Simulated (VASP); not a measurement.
Runs of VASP 6.6.1 on SnO (Romarchite). It takes space group P4/nmm (No. 129, tetragonal). Conventional cell: a = 3.799 Å, b = 3.799 Å, c = 4.841 Å, α = 90.00°, β = 90.00°, γ = 90.00°. Around Sn (site symmetry 4mm) lie 4 O at 2.22 Å. O (site symmetry -4m2) is surrounded by 4 Sn at 2.22 Å. 

| level | potentials or basis | k mesh | cutoff (eV) | further INCAR settings | gap on the mesh (eV) | pressure (GPa) | largest force (eV/Å) |
| --- | --- | --- | --- | --- | --- | --- | --- |
| r2SCAN | VASP PAW PBE potentials, release 64 (Sn_d, O) | 6 × 6 × 5 | 520 | ALGO = Normal; EDIFF = 1e-07 | (b) | 1.2 | 0.14 |
| PBEsol | VASP PAW PBE potentials, release 64 (Sn, O) | 6 × 6 × 5 | 500 | ALGO = Fast; EDIFF = 1e-07 | 0.05 | (a) | 0.24 |
| PBEsol | VASP PAW PBE potentials, release 64 (Sn_d, O) | 9 × 9 × 7 | 520 | ALGO = Fast; EDIFF = 1e-07 | 0.19 | 0.8 | 0.29 |
| PBEsol | VASP PAW PBE potentials, release 64 (Sn_d, O) | 6 × 6 × 5 | 700 | ALGO = Fast; EDIFF = 1e-07 | 0.05 | 0.8 | 0.29 |
| PBEsol | VASP PAW PBE potentials, release 64 (Sn_d, O) | 6 × 6 × 5 | 600 | ALGO = Fast; EDIFF = 1e-07 | 0.05 | 0.8 | 0.29 |

Alike in all rows: task electric field gradients; no spin polarisation; cell as given; smearing fermi-dirac 0.02 eV.

**Question.** Fill in the values left out.

**Answer.** (a) 0.3; (b) 0.18.

Caveats: the PAW data sets were made with another functional, which shifts forces and pressure a little; spin-orbit coupling is left out, which moves the levels of the heavy elements; an odd mesh through Γ misses points on the zone boundary, where band edges often lie.

A k mesh can miss the band edges, and the runs leave out spin-orbit coupling on Sn.

The runs don't all hold the same shells in valence.

Runs at the PBE level aren't shown here.
